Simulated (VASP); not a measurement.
A convergence study with VASP on GaN (zinc blende): one setting is varied, all else stays as given below, so the limit is that of these other settings.

```
GaN
1.0
    0.00000     2.26000     2.26000
    2.26000     0.00000     2.26000
    2.26000     2.26000     0.00000
Ga N
1 1
Direct
  0.00000   0.00000   0.00000
  0.25000   0.25000   0.25000
```

Calculation: LDA (Ceperley-Alder, Perdew-Zunger), VASP's LDA PAW potentials (set 64) (plane waves; VASP). The tightest run used: 700 eV cut-off, 15×15×15 Monkhorst-Pack mesh, Gaussian smearing of 0.050 eV, potentials Ga_d N.

```json
[
 {"setting": "1×1×1 mesh", "E (eV/atom)": "1.3355", "pressure (GPa)": "50.49", "irreducible k-points": "1"},
 {"setting": "2×2×2 mesh", "E (eV/atom)": "-6.9317", "pressure (GPa)": "-7.06", "irreducible k-points": "2"},
 {"setting": "3×3×3 mesh", "E (eV/atom)": "-6.8122", "pressure (GPa)": "-6.88", "irreducible k-points": "4"}
]
```

Q: These are the cheaper rows. Estimate the results at 15×15×15 mesh, and how far the last row shown lies from them.

A: 
```csv
quantity,tightest run,last row shown is off by
E (eV/atom),-6.9637,0.1516
pressure (GPa),-7.14,0.26
```

Left out are rungs that failed or repeat a setting and relaxations that didn't move; long series are thinned to 24 rows.

The compound is GaN in the zinc blende structure, a metastable form; wurtzite is the usual one. The cell was not relaxed at this level.
